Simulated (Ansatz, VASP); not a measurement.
**Cross-check of Bi8Te3Se9 between VASP and Ansatz**

Aim: how closely do two programs agree when they are given the same cell, functional and k mesh? The cell is generated by rule, not measured, and may not be a known phase. Of the first pair: The structure shown is the start of the Ansatz relaxation below; VASP solves that cell, so the two are compared at the walk's first step.

Method: plane waves, with VASP 6.6.1 beside it; PBEsol with D3(BJ), in Ansatz 0.2.0.

## Step 1: Starting point

The cell holds 40 atoms: 16 Bi, 18 Se and 6 Te. Cell: a = 10.163 Å, b = 11.257 Å, c = 11.257 Å, α = 81.8°, β = 103.7°, γ = 94.5°. It derives from Bi2Te3.

## Step 2: Ansatz: relaxation, PBEsol with D3(BJ)

Ansatz runs on its PAW soft_1 files.

The two programs are compared at the cell with which this relaxation starts, whose forces are those of its first step.

The input, input.yaml:

```yaml
crystal:
  lattice:
    - [0.0, -2.4564704463, 9.8614189256]
    - [10.6368290506, 3.6847056694, 0.0]
    - [-2.1273658101, 11.0541170082, 0.0]
  atoms:
    - { symbol: Bi, position: [0.2, 0.05, 0.25] }
    - { symbol: Bi, position: [0.2, 0.925, 0.625] }
    - { symbol: Bi, position: [0.2, 0.8, 0.0] }
    - { symbol: Bi, position: [0.2, 0.675, 0.375] }
    - { symbol: Bi, position: [0.2, 0.55, 0.75] }
    - { symbol: Bi, position: [0.2, 0.425, 0.125] }
    - { symbol: Bi, position: [0.2, 0.3, 0.5] }
    - { symbol: Bi, position: [0.2, 0.175, 0.875] }
    - { symbol: Bi, position: [0.8, 0.075, 0.375] }
    - { symbol: Bi, position: [0.8, 0.95, 0.75] }
    - { symbol: Bi, position: [0.8, 0.825, 0.125] }
    - { symbol: Bi, position: [0.8, 0.7, 0.5] }
    - { symbol: Bi, position: [0.8, 0.575, 0.875] }
    - { symbol: Bi, position: [0.8, 0.45, 0.25] }
    - { symbol: Bi, position: [0.8, 0.325, 0.625] }
    - { symbol: Bi, position: [0.8, 0.2, 0.0] }
    - { symbol: Se, position: [0.0, 0.0, 0.0] }
    - { symbol: Te, position: [0.0, 0.875, 0.375] }
    - { symbol: Se, position: [0.0, 0.75, 0.75] }
    - { symbol: Te, position: [0.0, 0.625, 0.125] }
    - { symbol: Se, position: [0.0, 0.5, 0.5] }
    - { symbol: Te, position: [0.0, 0.375, 0.875] }
    - { symbol: Se, position: [0.0, 0.25, 0.25] }
    - { symbol: Se, position: [0.0, 0.125, 0.625] }
    - { symbol: Se, position: [0.6285, 0.0261875, 0.1309375] }
    - { symbol: Se, position: [0.6285, 0.9011875, 0.5059375] }
    - { symbol: Se, position: [0.6285, 0.7761875, 0.8809375] }
    - { symbol: Se, position: [0.6285, 0.6511875, 0.2559375] }
    - { symbol: Se, position: [0.6285, 0.5261875, 0.6309375] }
    - { symbol: Se, position: [0.6285, 0.4011875, 0.0059375] }
    - { symbol: Se, position: [0.6285, 0.2761875, 0.3809375] }
    - { symbol: Se, position: [0.6285, 0.1511875, 0.7559375] }
    - { symbol: Te, position: [0.3715, 0.0988125, 0.4940625] }
    - { symbol: Se, position: [0.3715, 0.9738125, 0.8690625] }
    - { symbol: Se, position: [0.3715, 0.8488125, 0.2440625] }
    - { symbol: Te, position: [0.3715, 0.7238125, 0.6190625] }
    - { symbol: Te, position: [0.3715, 0.5988125, 0.9940625] }
    - { symbol: Se, position: [0.3715, 0.4738125, 0.3690625] }
    - { symbol: Se, position: [0.3715, 0.3488125, 0.7440625] }
    - { symbol: Se, position: [0.3715, 0.2238125, 0.1190625] }
kpoints:
  mp_grid: { grid: [2, 2, 2] }
hamiltonian:
  xc: pbesol
  dispersion: d3bj
  pseudopotentials: { kind: paw, azcp: { folder: soft_1 }, xc_functional: pbe }
scf:
  occupations: { method: fermi_dirac, width: 0.02 }
relax:
  f_tol: 0.02
  max_steps: 100
  cell: {}
```

Launch:

```sh
> ansatz run input.yaml --threads 2 --pin off --max-ram 92160MiB --backend cuda --events-out ev --progress --plain --runs-dir out --devices 1 --max-vram 13GiB
```

Numbers of over 12 decimals in the logs are rounded to 6 here.

The log of the run:

```text
GPUs: using 1 of 1 available (devices: 1).
Engine: ansatz 0.2.0, x86_64-unknown-linux-gnu
Pseudopotentials: kind: paw
Pseudopotential: Bi, paw, valence charge 15, recommended cutoff 420 eV (normal), soft_1/Bi.paw.azcp
Pseudopotential: Se, paw, valence charge 16, recommended cutoff 420 eV (normal), soft_1/Se.paw.azcp
Pseudopotential: Te, paw, valence charge 16, recommended cutoff 420 eV (normal), soft_1/Te.paw.azcp
Functional definition: PBEsol
  exchange = pbesol_x
  correlation = pbesol_c
device memory: the entry about to start is reckoned to put 8.3 GiB on a device that reports 36.3 GiB free (of which the cap on the GPU budget leaves the run 13.0 GiB)
GPU FFT provider: cuFFT
GPU libraries: cuBLAS 13.8.2, cuFFT 12.4.0, cuSOLVER 12.3.4
Crystal: 40 atoms, lattice volume = 1236.814 Å³
Basis set: ecut = 420 eV, 24161 PW (Γ), exchange–correlation on 144×160×160 points (8 copies of the dense FFT grid, shifted against one another)
Bands: 375, of which v1, the nominal top of the filled ones, is band 312 counted from 1 (311 counted from 0)
Symmetry: 1 space group operations
Space group: P1 (ITA 1), of the structure as read, at distance tolerance 1.1e-4 Å
k-points: 8
Non-local potential: Bi, projectors of the file, l = 0: 2, l = 1: 2, l = 2: 2, l = 3: 1
Non-local potential: Se, projectors of the file, l = 0: 2, l = 1: 2, l = 2: 3, l = 3: 1
Non-local potential: Te, projectors of the file, l = 0: 2, l = 1: 2, l = 2: 2, l = 3: 1
PAW form: soft (Blöchl's): semilocal exchange-correlation on the pseudo side does not see the compensation charge
PAW frozen core: Bi, regenerated for the run's functional, and the local potential with it (the file was generated under x = pbe(κ = 0.804, μ = 0.219515), c = pbe(β = 0.066725))
PAW frozen core: Se, regenerated for the run's functional, and the local potential with it (the file was generated under x = pbe(κ = 0.804, μ = 0.219515), c = pbe(β = 0.066725))
PAW frozen core: Te, regenerated for the run's functional, and the local potential with it (the file was generated under x = pbe(κ = 0.804, μ = 0.219515), c = pbe(β = 0.066725))
PAW one-centre angular grid: Bi, 590 points (default); XC on 64 Gauss nodes
PAW one-centre angular grid: Se, 590 points (default); XC on 64 Gauss nodes
PAW one-centre angular grid: Te, 590 points (default); XC on 64 Gauss nodes
Initial density: superposition of atomic densities (chi_scale 0.1, normalization cell, long waves kept (reshape's long-wave potential 0.60 eV rms))
Initial wavefunctions: pseudopotential atomic-orbital guess
GPU buffer pool allocated for 460800 grid points (all kernels)
GPU transforms: local potential and band sums: pruned to the plane-wave sphere, on 72×75×75
Functional: x = pbesol(κ = 0.804, μ = 0.123457), c = pbesol(β = 0.046)
SCF iter   1: F=—  HF=-334997.474782 eV  |F-HF|=—  |Δ(HF+E_count)|=         —  Δρ=3.68e-2  dr2=1.13e2  ethr=3.10e-3  ⟨swp⟩=7.0  Hψ=12163  notcnv=0  defer=219
preconditioner: auto → Resta (q_TF=auto, 2.434 Å⁻¹)  ε∞=4.3  [insulator: Δε(μ)=0.370 eV  Ē_g=8.717 eV  σ=0.020 eV  W_gap=1.00  n_scr=304 (ndim 8)  ℏωp=15.8 eV  f_vac=0.017  D(μ)=0.00/eV (n_scr^D=0)  ε∞_Penn≈4.3]
SCF iter   2: F=—  HF=-334986.239659 eV  |F-HF|=—  |Δ(HF+E_count)|=    1.12e1  Δρ=2.11e-2  dr2=2.11e1  ethr=3.10e-3  ⟨swp⟩=3.1  Hψ=4821  notcnv=0  defer=438
SCF iter   3: F=—  HF=-334983.541837 eV  |F-HF|=—  |Δ(HF+E_count)|=    2.70e0  Δρ=1.02e-2  dr2=1.25e0  ethr=3.10e-3  ⟨swp⟩=2.1  Hψ=3508  notcnv=0  defer=454
SCF iter   4: F=—  HF=-334983.284361 eV  |F-HF|=—  |Δ(HF+E_count)|=   2.57e-1  Δρ=3.26e-3  dr2=2.02e-1  ethr=2.00e-4  ⟨swp⟩=3.8  Hψ=5143  notcnv=0  defer=454
SCF iter   5: F=—  HF=-334983.266260 eV  |F-HF|=—  |Δ(HF+E_count)|=   1.81e-2  Δρ=1.05e-3  dr2=3.23e-2  ethr=3.24e-5  ⟨swp⟩=3.8  Hψ=5073  notcnv=0  defer=454
SCF iter   6: F=—  HF=-334983.264906 eV  |F-HF|=—  |Δ(HF+E_count)|=   1.35e-3  Δρ=4.33e-4  dr2=3.79e-3  ethr=5.18e-6  ⟨swp⟩=2.1  Hψ=5013  notcnv=0  defer=454
SCF iter   7: F=—  HF=-334983.265321 eV  |F-HF|=—  |Δ(HF+E_count)|=   4.15e-4  Δρ=1.61e-4  dr2=6.35e-4  ethr=6.07e-7  ⟨swp⟩=2.0  Hψ=4946  notcnv=0  defer=454
SCF iter   8: F=—  HF=-334983.264666 eV  |F-HF|=—  |Δ(HF+E_count)|=   6.55e-4  Δρ=6.48e-5  dr2=1.01e-4  ethr=1.02e-7  ⟨swp⟩=2.0  Hψ=4882  notcnv=0  defer=454
SCF iter   9: F=—  HF=-334983.266859 eV  |F-HF|=—  |Δ(HF+E_count)|=   2.19e-3  Δρ=2.82e-5  dr2=2.87e-5  ethr=1.62e-8  ⟨swp⟩=2.0  Hψ=5416  notcnv=0  defer=454
SCF iter  10: F=—  HF=-334983.266902 eV  |F-HF|=—  |Δ(HF+E_count)|=   4.29e-5  Δρ=1.18e-5  dr2=3.63e-6  ethr=4.59e-9  ⟨swp⟩=2.0  Hψ=4802  notcnv=0  defer=454
SCF iter  11: F=—  HF=-334983.266904 eV  |F-HF|=—  |Δ(HF+E_count)|=   2.01e-6  Δρ=4.85e-6  dr2=4.37e-7  ethr=5.82e-10  ⟨swp⟩=2.0  Hψ=5001  notcnv=0  defer=454
SCF iter  12: F=—  HF=-334983.266905 eV  |F-HF|=—  |Δ(HF+E_count)|=   4.49e-7  Δρ=2.25e-6  dr2=2.48e-7  ethr=1.60e-11  ⟨swp⟩=4.0  Hψ=10480  notcnv=0
[...]
k-point 7: bands = [... 308 lower, 9.1810, 9.2445, 9.3061, 9.4306, 10.4536, 10.8963, 11.0262, 11.0676, ... 59 higher]
--- Relaxed structure (6 steps of the walk, 6 accepted, 1 SCFs on fresh bases) ---
  F+E_penalty+E_count = -334986.12865593 eV   max|allowed force component| = 4.063e-3 eV/Å   (the final SCF, on the basis selected at the relaxed cell)
  cell:  # Å, volume = 1118.1991 Å³
    - [-0.00363485, -2.378653, 9.409300]
    - [10.351656, 3.585143, 0.000354527]
    - [-2.071606, 10.759109, 0.014527]
  atoms:
    - { symbol: Bi, position: [0.205056, 0.052407, 0.243153] }
    - { symbol: Bi, position: [0.206046, 0.927378, 0.636651] }
    - { symbol: Bi, position: [0.205014, 0.808313, -0.00253944] }
    - { symbol: Bi, position: [0.211960, 0.670643, 0.374785] }
    - { symbol: Bi, position: [0.201963, 0.550561, 0.745400] }
    - { symbol: Bi, position: [0.212768, 0.417050, 0.134544] }
    - { symbol: Bi, position: [0.196496, 0.302971, 0.499772] }
    - { symbol: Bi, position: [0.205932, 0.172865, 0.874347] }
    - { symbol: Bi, position: [0.793131, 0.079724, 0.373800] }
    - { symbol: Bi, position: [0.802085, 0.951975, 0.750042] }
    - { symbol: Bi, position: [0.786233, 0.829017, 0.122368] }
    - { symbol: Bi, position: [0.793589, 0.694035, 0.503337] }
    - { symbol: Bi, position: [0.781522, 0.577628, 0.866584] }
    - { symbol: Bi, position: [0.791290, 0.446951, 0.249886] }
    - { symbol: Bi, position: [0.791262, 0.321990, 0.618799] }
    - { symbol: Bi, position: [0.789388, 0.194888, 0.00357757] }
    - { symbol: Se, position: [-0.00510821, 0.00106851, -0.00122132] }
    - { symbol: Te, position: [0.00174118, 0.874017, 0.377619] }
    - { symbol: Se, position: [-0.00448857, 0.747005, 0.752040] }
    - { symbol: Te, position: [-0.00313112, 0.624612, 0.119022] }
    - { symbol: Se, position: [-0.00600673, 0.501513, 0.495379] }
    - { symbol: Te, position: [-0.00541135, 0.374672, 0.877124] }
    - { symbol: Se, position: [-0.00317745, 0.248392, 0.250516] }
    - { symbol: Se, position: [-0.00142029, 0.127489, 0.624394] }
    - { symbol: Se, position: [0.621184, 0.025923, 0.137688] }
    - { symbol: Se, position: [0.635000, 0.901590, 0.507234] }
    - { symbol: Se, position: [0.625982, 0.786072, 0.877891] }
    - { symbol: Se, position: [0.629236, 0.650776, 0.259288] }
    - { symbol: Se, position: [0.621553, 0.518039, 0.626424] }
    - { symbol: Se, position: [0.627132, 0.398511, 0.00591561] }
    - { symbol: Se, position: [0.620624, 0.276648, 0.377085] }
    - { symbol: Se, position: [0.631308, 0.150456, 0.758270] }
    - { symbol: Te, position: [0.387890, 0.100903, 0.497594] }
    - { symbol: Se, position: [0.380234, 0.978133, 0.872953] }
    - { symbol: Se, position: [0.369379, 0.849177, 0.241285] }
    - { symbol: Te, position: [0.395894, 0.728345, 0.623364] }
    - { symbol: Te, position: [0.389443, 0.600135, 0.996797] }
    - { symbol: Se, position: [0.376240, 0.467980, 0.374181] }
    - { symbol: Se, position: [0.365835, 0.348816, 0.741005] }
    - { symbol: Se, position: [0.376334, 0.221336, 0.113648] }
```

## Step 3: VASP: single point, PBEsol with D3(BJ), start cell, pair 1

The same cell, functional, mesh and smearing now go to VASP, with its own data sets.

Lines of VASP's logs that name or quote its potential files are left out, and so is its time.

The input, INCAR:

```
SYSTEM = Bi8Te3Se9
PREC = Accurate
ENCUT = 400
EDIFF = 1E-06
NELM = 120
ISMEAR = -1
SIGMA = 0.02
LREAL = Auto
ALGO = Normal
GGA = PS
IVDW = 12
NBANDS = 224
LORBIT = 11
LWAVE = .FALSE.
LCHARG = .FALSE.
ISIF = 2
LASPH = .TRUE.
GGA_COMPAT = .FALSE.
KPAR = 4
```

The input, POSCAR:

```
Bi8Te3Se9
1.0
    0.0000000000     -2.4564700000      9.8614190000
   10.6368290000      3.6847060000      0.0000000000
   -2.1273660000     11.0541170000      0.0000000000
Bi Se Te
16 18 6
Direct
    0.2000000203      0.0499999959      0.2499999561
    0.2000000203      0.9249999913      0.6249999916
    0.2000000203      0.7999999696      0.9999999423
    0.2000000203      0.6749999650      0.3749999777
    0.2000000203      0.5500000485      0.7499999838
    0.2000000203      0.4250000269      0.1249999345
    0.2000000203      0.3000000222      0.4999999700
    0.2000000203      0.1750000175      0.8750000054
    0.7999999797      0.0749999918      0.3749999236
    0.7999999797      0.9499999871      0.7499999591
    0.7999999797      0.8249999655      0.1249999097
    0.7999999797      0.6999999608      0.4999999452
    0.7999999797      0.5750000443      0.8749999513
    0.7999999797      0.4500000227      0.2499999020
    0.7999999797      0.3250000180      0.6249999375
    0.7999999797      0.2000000134      0.9999999729
    0.0000000000      0.0000000000      0.0000000000
    0.0000000000      0.7499999737      0.7499999861
    0.0000000000      0.5000000356      0.4999999429
    0.0000000000      0.2500000263      0.2500000139
    0.0000000000      0.1250000047      0.6249999645
    0.6285000161      0.0261874981      0.1309374781
    0.6285000161      0.9011874765      0.5059374288
    0.6285000161      0.7761874718      0.8809374643
    0.6285000161      0.6511874672      0.2559374998
    0.6285000161      0.5261875337      0.6309374211
    0.6285000161      0.4011875290      0.0059374565
    0.6285000161      0.2761875244      0.3809374920
    0.6285000161      0.1511875027      0.7559374427
    0.3714999839      0.9738124849      0.8690624370
    0.3714999839      0.8488124803      0.2440624725
    0.3714999839      0.4738125375      0.3690624648
    0.3714999839      0.3488125328      0.7440625002
    0.3714999839      0.2238125112      0.1190624509
    0.0000000000      0.8749999784      0.3749999507
    0.0000000000      0.6249999691      0.1250000216
    0.0000000000      0.3750000309      0.8749999784
    0.3714999839      0.0988125066      0.4940624864
    0.3714999839      0.7238124756      0.6190625080
    0.3714999839      0.5988125422      0.9940624293
```

The input, KPOINTS:

```
Automatic mesh
0
Gamma
2 2 2
0 0 0
```

Potentials, in the order of the species: Bi_d, Se and Te (PBE family, release 64).

Launch:

```sh
> mpirun -np 4 vasp_std
```

The log of the run:

```text
[banner, memory and clock lines left out]
running    4 mpi-ranks, on    1 nodes
[...]
|                                                                             |
|               ----> ADVICE to this user running VASP <----                  |
|                                                                             |
|     You enforced a specific xc type in the INCAR file but a different       |
|     [... a line on the potential file left out ...]
|     I HOPE YOU KNOW WHAT YOU ARE DOING!                                     |
|                                                                             |

 LDA part: xc-table for (Slater+PW92), standard interpolation
 POSCAR, INCAR and KPOINTS ok, starting setup
[...]
entering main loop
       N       E                     dE             d eps       ncg     rms          rms(c)
DAV:   1     0.387030242032E+04    0.38703E+04   -0.15201E+05  3704   0.144E+03
DAV:   2     0.398320579911E+03   -0.34720E+04   -0.33744E+04  3912   0.411E+02
DAV:   3    -0.136643693094E+03   -0.53496E+03   -0.51461E+03  4296   0.186E+02
DAV:   4    -0.174159785854E+03   -0.37516E+02   -0.36785E+02  4088   0.483E+01
[...]
DAV:  13    -0.170579300218E+03    0.12168E-05   -0.16046E-04  4664   0.373E-02    0.225E-02
DAV:  14    -0.170579304510E+03   -0.42919E-05   -0.64204E-05  4008   0.174E-02    0.159E-02
DAV:  15    -0.170579303713E+03    0.79730E-06   -0.39407E-06  3240   0.532E-03
   1 F= -.18563321E+03 E0= -.18563306E+03  d E =-.298341E-03
```

From OUTCAR (step 3):

```text
 Edisp (eV)  -15.05390

  Total     -36.73501   -36.31648   -40.73341     0.01663     0.36961    -0.20014
  in kB     -47.58678   -47.04462   -52.76634     0.02154     0.47880    -0.25926
  external pressure =      -49.13 kB  Pullay stress =        0.00 kB

 POSITION                                       TOTAL-FORCE (eV/Angst)
 -----------------------------------------------------------------------------------
     -0.00000      2.45647      1.97228         0.309058     -0.724410      0.406634
      8.50946      9.82588      1.97228        -0.019773      0.899313      0.062336
      6.38210     13.51059      1.97228         0.789476      0.099780      0.394906
      6.38210      6.14118      1.97228        -0.319615     -0.358450      0.662481
      4.25473      9.82588      1.97228        -0.187385     -0.453744     -0.000493
      4.25473      2.45647      1.97228        -0.763223      0.424946      0.651797
      2.12737      6.14118      1.97228         0.506139      0.265634      0.148093
     -0.00000      9.82588      1.97228        -0.322327     -0.126750      0.822358
      0.00000      2.45647      7.88913         0.370336      0.092511     -0.797209
      8.50946      9.82588      7.88913        -0.002293      0.059721     -0.456975
      8.50946      2.45647      7.88913         0.339803     -0.142827     -1.013538
      6.38210      6.14118      7.88913        -0.356808      0.161281     -0.712839
      4.25473      9.82588      7.88913         0.273153     -0.167985     -0.956663
      4.25473      2.45647      7.88913        -0.317482      0.204641     -0.739537
[...]
-----------------------------------------------------------------------------------
    total drift:                                0.020574     -0.003612     -0.000938

  FREE ENERGIE OF THE ION-ELECTRON SYSTEM (eV)
  ---------------------------------------------------
  free  energy   TOTEN  =      -185.6332059136 eV

  energy  without entropy=     -185.6329075727  energy(sigma->0) =     -185.63305674

[... 3 further parts left out ...]
[key lines of the parts left out:]
E-fermi :   4.8166
```

The run ends at a pressure of -4.91 GPa, with forces up to 1.1 eV/Å.

## Step 4: Side by side

Known differences besides the potentials themselves: the data sets hold 624 valence electrons in Ansatz (on its PAW soft_1 files) and 384 in VASP; the cutoff is 420 eV in Ansatz and 400 eV in VASP (PREC = Accurate, projectors in real space); Ansatz makes its cores anew for this functional, VASP keeps those of its PBE data sets. Total energies have different zeros and are not compared.

Forces on 10 of the 40 atoms, those with the largest forces and the largest differences (eV/Å; atoms numbered as in POSCAR):

```
atom         Ansatz x, y, z           VASP x, y, z
 Bi6   -0.759, 0.423, 0.662   -0.763, 0.425, 0.652
Bi11  0.340, -0.143, -1.021  0.340, -0.143, -1.014
Bi13  0.273, -0.168, -0.964  0.273, -0.168, -0.957
Se23  -0.013, -0.022, 0.951  -0.009, -0.023, 0.940
Se25    0.008, 0.018, 0.956    0.012, 0.017, 0.945
Se27  -0.017, -0.007, 0.950  -0.014, -0.008, 0.939
Se29   -0.006, 0.029, 0.953   -0.003, 0.028, 0.942
Te38   0.021, -0.023, 0.382   0.023, -0.023, 0.401
Te39    0.065, 0.006, 0.448    0.068, 0.006, 0.466
Te40    0.005, 0.016, 0.394    0.008, 0.016, 0.413
```

The forces differ by 5.9 meV/Å r.m.s., which is 1.4 % of the r.m.s. force of 0.436 eV/Å (both taken over all components).

## Step 5: Ansatz: relaxation, PBEsol with D3(BJ)

This run makes the geometry at which the two programs are then compared. The cell compared in this pair holds 1118.20 Å³, against 1236.81 Å³ for the pair before.

The structure compared here is the end of the Ansatz relaxation.

This is the run of step 2 again, met here at its other cell.

[end of part 1 of 2]

[Lines on the potential files, build, host, timing and source positions are cut from VASP's logs without a mark.]

[Logs are printed without paths, hosts, clocks, repeated set-up lines and the standing remarks that a program may print on its own settings, such as how far it seeks lower states.]

[Hosts, paths, dates, database ids (printed as entryN), source tags and the programs' standing remarks are cut or masked in the printed files.]
